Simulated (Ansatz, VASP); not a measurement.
# Cross-check of CsTe4Cl between VASP and Ansatz, part 2 of 2

Wanted: the spread between two codes on one cell, functional and k mesh. The cell is generated by rule, not measured, and may not be a known phase. The cell is taken from a series of runs on this material, whose earlier steps may have relaxed, scaled, displaced or heated it; both programs get it as it stands.

VASP 6.6.1 and Ansatz 0.2.0.

So far: The structure; VASP: zone-centre phonons, PBE.

The structure was built from a prototype and need not be the compound's stable phase.

## (3) Ansatz: zone-centre phonons, PBE

Level of this step: Ansatz beside VASP: Kohn-Sham DFT, plane waves, PBE (Ansatz).

Ansatz runs on norm-conserving files, of PseudoDojo where its log says so.

The same cell, functional, mesh and smearing now go to Ansatz, which takes its cutoff from its data sets.

File input.yaml:

```yaml
crystal:
  lattice:
    - [0.0, 5.4968679987, 5.4968679987]
    - [5.4968679987, 0.0, 5.4968679987]
    - [5.4968679987, 5.4968679987, 0.0]
  atoms:
    - { symbol: Cs, position: [0.5, 0.5, 0.5] }
    - { symbol: Cl, position: [0.0, 0.0, 0.0] }
    - { symbol: Te, position: [0.1491198311, 0.1491198311, 0.1491198311] }
    - { symbol: Te, position: [0.5526405066, 0.1491198311, 0.1491198311] }
    - { symbol: Te, position: [0.1491198311, 0.1491198311, 0.5526405066] }
    - { symbol: Te, position: [0.1491198311, 0.5526405066, 0.1491198311] }
kpoints:
  mp_grid: { grid: [6, 6, 6] }
hamiltonian:
  xc: pbe
  pseudopotentials: { kind: nc }
scf:
  occupations: { method: methfessel_paxton, width: 0.2 }
output:
  eigenvalues: true
phonons:
  method: dfpt
```

Launch:

```console
> ansatz run input.yaml --threads 4 --pin off --max-ram 14336MiB --backend cpu --events-out ev --progress --plain --runs-dir out
```

Numbers of over 12 decimals in the logs are rounded to 6 here.

The log of the run:

```text
Engine: ansatz 0.2.0, aarch64-unknown-linux-gnu
Pseudopotentials: kind: nc
Pseudopotential: Cs, nc, valence charge 9, recommended cutoff 680.284656 eV (normal), Cs.nc.azcp
Pseudopotential: Cl, nc, valence charge 7, recommended cutoff 789.130201 eV (normal), Cl.nc.azcp (PseudoDojo's, or run here from an input of PseudoDojo's: the run reads no file of this project's for it)
Pseudopotential: Te, nc, valence charge 16, recommended cutoff 1120 eV (normal), Te.nc.azcp
Functional definition: PBE
  parameter kappa = 0.804
  parameter beta = 0.066725
  exchange = pbe_x(kappa = kappa, mu = beta*pi^2/3)
  correlation = pbe_c(beta = beta)
Crystal: 6 atoms, lattice volume = 332.182 Å³
Basis set: ecut = 1120 eV, 28325 PW (Γ), exchange–correlation on 180×180×180 points (8 copies of the dense FFT grid, shifted against one another)
Bands: 48, of which v1, the nominal top of the filled ones, is band 40 counted from 1 (39 counted from 0)
Symmetry: 24 space group operations
k-points: 68 of 216 (irreducible under 2 space group operations, time reversal used)
Non-local potential: Cs, projectors of the file, l = 0: 2, l = 1: 2, l = 2: 2, l = 3: 2
Non-local potential: Cl, projectors of the file, l = 0: 2, l = 1: 2, l = 2: 2
Non-local potential: Te, projectors of the file, l = 0: 3, l = 1: 3, l = 2: 2, l = 3: 2
Initial density: superposition of atomic densities (chi_scale 0.1, normalization cell, long waves kept (reshape's long-wave potential 0.01 eV rms))
Initial wavefunctions: pseudopotential atomic-orbital guess
Functional: x = pbe(κ = 0.804, μ = 0.219515), c = pbe(β = 0.066725)
SCF iter   1: F=—  HF=-12940.210693 eV  |F-HF|=—  |Δ(HF+E_count)|=         —  Δρ=4.65e-2  dr2=2.47e1  ethr=3.10e-3  ⟨swp⟩=16.5  Hψ=22086  notcnv=0
preconditioner: auto → LDOS  [metal: Δε(μ)=0.030 eV  Ē_g=8.205 eV  σ=0.200 eV  W_gap=0.13  n_scr=58 (ndim 8)  ℏωp=12.6 eV  f_vac=0.253  D(μ)=11.64/eV (n_scr^D=88)  β→1.0]
SCF iter   2: F=—  HF=-12936.622147 eV  |F-HF|=—  |Δ(HF+E_count)|=    3.59e0  S|Δr|=    0.00e0  Δρ=1.47e-2  dr2=2.24e0  ethr=3.10e-3  ⟨swp⟩=6.3  Hψ=6806  notcnv=0  defer=136
SCF iter   3: F=—  HF=-12936.172177 eV  |F-HF|=—  |Δ(HF+E_count)|=   4.50e-1  S|Δr|=    0.00e0  Δρ=6.04e-3  dr2=3.58e-1  ethr=2.80e-3  ⟨swp⟩=4.3  Hψ=5135  notcnv=0  defer=132
SCF iter   4: F=—  HF=-12936.101475 eV  |F-HF|=—  |Δ(HF+E_count)|=   7.07e-2  S|Δr|=    0.00e0  Δρ=2.46e-3  dr2=5.87e-2  ethr=4.47e-4  ⟨swp⟩=3.6  Hψ=5395  notcnv=0  defer=129
SCF iter   5: F=—  HF=-12936.087882 eV  |F-HF|=—  |Δ(HF+E_count)|=   1.36e-2  S|Δr|=    0.00e0  Δρ=5.66e-4  dr2=1.70e-3  ethr=7.33e-5  ⟨swp⟩=2.5  Hψ=4724  notcnv=0  defer=124
SCF iter   6: F=—  HF=-12936.087751 eV  |F-HF|=—  |Δ(HF+E_count)|=   1.31e-4  S|Δr|=    0.00e0  Δρ=1.70e-4  dr2=1.76e-4  ethr=2.12e-6  ⟨swp⟩=4.0  Hψ=7579  notcnv=0  defer=124
SCF iter   7: F=—  HF=-12936.088139 eV  |F-HF|=—  |Δ(HF+E_count)|=   3.88e-4  S|Δr|=    0.00e0  Δρ=5.33e-5  dr2=2.94e-5  ethr=2.20e-7  ⟨swp⟩=3.0  Hψ=6534  notcnv=0  defer=124
SCF iter   8: F=—  HF=-12936.088133 eV  |F-HF|=—  |Δ(HF+E_count)|=   6.35e-6  S|Δr|=    0.00e0  Δρ=1.13e-5  dr2=9.77e-7  ethr=3.67e-8  ⟨swp⟩=2.1  Hψ=4099  notcnv=0  defer=124
SCF iter   9: F=—  HF=-12936.088133 eV  |F-HF|=—  |Δ(HF+E_count)|=   1.58e-7  S|Δr|=    0.00e0  Δρ=2.28e-6  dr2=4.65e-8  ethr=1.22e-9  ⟨swp⟩=3.1  Hψ=4955  notcnv=0  defer=124
SCF iter  10: F=—  HF=-12936.088133 eV  |F-HF|=—  |Δ(HF+E_count)|=   7.88e-9  S|Δr|=    0.00e0  Δρ=4.25e-7  dr2=1.32e-9  ethr=5.81e-11  ⟨swp⟩=3.0  Hψ=4415  notcnv=0  defer=124
SCF iter  11: F=—  HF=-12936.088133 eV  |F-HF|=—  |Δ(HF+E_count)|=  2.04e-10  S|Δr|=    0.00e0  Δρ=9.68e-8  dr2=2.84e-11  ethr=1.65e-12  ⟨swp⟩=4.4  Hψ=8050  notcnv=0  defer=124
SCF iter  12: F=-12936.088133 eV  HF=-12936.088133 eV  |F-HF|=9.09e-12  |Δ(HF+E_count)|=  3.64e-12  S|Δr|=    0.00e0  Δρ=1.31e-8  dr2=1.30e-12  ethr=1.00e-12  ⟨swp⟩=29.6  Hψ=29793  notcnv=0
SCF 1 converged in 12 iterations: F = -12936.088133 eV  dr2 = 1.30e-12
DFPT response loops at Γ: preconditioner auto → none (partly filled bands, converged f_vac=0.282); β = 0.50; Broyden in place of MSR1
the run's response loops start from zero, take more passes and end by a threshold: the memory limit or budget leaves too little room for the subspace of the ground state's own states beside the solves, or none could be made (phonons.method)
SCF converged after 12 iterations
Stability not checked: this state was not tested for a lower state beside it, because cold or Methfessel-Paxton smearing, or corrected tetrahedra, fill the levels in a way that the test cannot read (fill_not_monotonic; see scf.lower_state_search)
Free energy (F): -12936.088133 eV
Harris-Foulkes:  -12936.088133 eV  (|F-HF|=9.09e-12)
Internal energy: -12936.073284 eV  (E = F + TS)
E sigma→0 (E₀):  -12936.084420 eV
Entropy (-TS):   -0.014849 eV (-2.475 meV/atom)
Fermi energy:    3.469198 eV
--- Per-component energies (eV) ---
  E_band       = -1491.310255
  E_kinetic    = 7268.244530
  E_local      = -13441.830472  (includes V_loc(G=0)·N_el)
  E_nonlocal   = -3652.752478
  E_hartree    = 5140.573964
  E_xc         = -3289.239430
  E_vxc        = -1946.119721  (∫ρ·V_xc dr)
  E_ewald      = -4961.069397
  E_smearing   = -0.014849  (= −TS)
  E_closure    = 0.000000  (closes the sum)
  Σ components = -12936.088133   (vs F -12936.088133, Δ=0.00e0)
--- Band table (eV; the first three rows and the last of 68) ---
  k-point 0: bands = [... 36 lower, 1.2675, 1.2675, 3.7152, 3.7152, 3.7152, 4.4826, 4.4826, 4.4826, ... 4 higher]
  k-point 1: bands = [... 36 lower, 1.2313, 1.2313, 3.5629, 3.5629, 3.7180, 4.3606, 4.5637, 4.5637, ... 4 higher]
  k-point 2: bands = [... 36 lower, 1.1673, 1.1673, 3.3270, 3.3270, 3.7235, 4.1508, 4.6684, 4.6684, ... 4 higher]
  k-point 67: bands = [... 36 lower, 1.1447, 1.1447, 3.2281, 3.2281, 3.7263, 4.0492, 4.7067, 4.7067, ... 4 higher]
--- Phonons (Γ-DFPT): 3 representative perturbations + reference, on 68 of 216 k-points (Σ response iterations 28) ---
  k mesh reduced under 2 symmetry operations, with k and −k counted as one. Each operation leaves every solved perturbation unchanged. A smaller set is not used because it would not reduce the number of displacements times k-points to solve
  ASR residual: 7.348e-4 → 0.000e0 eV/Å²; symmetrization residual: 1.736e-4 eV/Å²
  ASR residual per site (eV/Å²): 1.99e-4 7.35e-4 4.17e-4 4.17e-4 4.17e-4 4.17e-4
  Γ frequencies (cm⁻¹): -76.82 -76.82 -66.06 -66.06 -66.06 0.00 0.00 0.00 16.73 16.73 16.73 31.71 31.71 31.71 124.81 124.81 124.81 165.62
  non-analytic LO–TO correction: not included (Born effective charges unavailable; polar crystals: no LO–TO splitting at Γ)
```

## (4) Side by side

Known differences besides the potentials themselves: the data sets hold 80 valence electrons in Ansatz (on norm-conserving files, of PseudoDojo where its log says so) and 40 in VASP; the cutoff is 1120 eV in Ansatz and 500 eV in VASP. Total energies have different zeros and are not compared.

The two programs side by side:

```csv
quantity,Ansatz,VASP,difference
"optical mode 1 to 2 (imaginary, printed as negative) (cm⁻¹)",-76.8,-76.4,-0.4
"optical mode 3 to 5 (imaginary, printed as negative) (cm⁻¹)",-66.1,-66.0,-0.1
optical mode 6 to 8 (cm⁻¹),16.7,17.0,-0.3
optical mode 9 to 11 (cm⁻¹),31.7,31.9,-0.2
optical mode 12 to 14 (cm⁻¹),124.8,123.5,+1.08 %
optical mode 15 (cm⁻¹),165.6,166.3,-0.43 %
```

Modes are paired by rising frequency, not by their patterns, so a pair may set unlike modes beside each other; they are those without the splitting of longitudinal modes.

## (5) Results

| Property | Result |
| --- | --- |
| r.m.s. difference of the optical zone-centre modes, each program's sorted by frequency (zone-centre phonons, PBE) | 0.66 cm⁻¹ |
| difference in optical mode 12 to 14 (zone-centre phonons, PBE) | +1.1 % |

What this shows: The r.m.s. difference of the optical zone-centre modes, each program's sorted by frequency is 0.66 cm⁻¹ (zone-centre phonons, PBE). The data sets hold unlike numbers of valence electrons (80 in Ansatz and 40 in VASP), so part of the differences may come from the potentials. Among the rows given in per cent, the largest difference of the zone-centre phonons, PBE pair is in optical mode 12 to 14, +1.1 %. Such differences can come from data sets, numerical settings and the points named under the comparisons, not from the functional's error against experiment.

[Lines on the potential files, build, host, timing and source positions are cut from VASP's logs without a mark.]

[Logs are printed without paths, hosts, clocks, repeated set-up lines and the standing remarks that a program may print on its own settings, such as how far it seeks lower states.]

[Hosts, paths, dates, database ids (printed as entryN), source tags and the programs' standing remarks are cut or masked in the printed files.]
